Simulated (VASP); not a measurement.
```
CELL_PARAMETERS angstrom
      0.00000     2.48387     2.48387
      2.48387     0.00000     2.48387
     10.07454    10.07454    -0.13906
ATOMIC_POSITIONS crystal
  Ga 0.00543 0.00543 0.99593
  As 0.21346 0.21346 0.08990
  As 0.23716 0.23716 0.32213
  As 0.25939 0.25939 0.55545
  As 0.28156 0.28156 0.78883
  B  0.97865 0.97865 0.26601
  B  0.00110 0.00110 0.49918
  B  0.02325 0.02325 0.73256
```

Calculation: PBEsol GGA, VASP's PBE PAW potentials (set 64) (plane waves; VASP). Run with 520 eV cut-off, 12×12×3 Γ-centred mesh, tetrahedra with Blöchl corrections, potentials Ga_d As B.

For a metal the tetrahedron method with Blöchl corrections gives inexact stress and forces.

Give the force on each atom (eV/Å).

```csv
atom,Fx,Fy,Fz
Ga1,0.047,0.047,-0.047
As2,-0.051,-0.051,0.051
As3,0.000,0.000,0.000
As4,0.007,0.007,-0.007
As5,0.015,0.015,-0.015
B6,-0.006,-0.006,0.006
B7,-0.007,-0.007,0.007
B8,-0.005,-0.005,0.005
```

Give the stress tensor in GPa (positive for a compressed cell).

```
 0.08  -0.09   0.09
-0.09   0.08   0.09
 0.09   0.09   0.08
```
The pressure is its mean diagonal, 0.08 GPa.

The structure was generated: GaAs4B3 was put into an ordered model structure (R3m), which need not be its known phase. It was relaxed first.
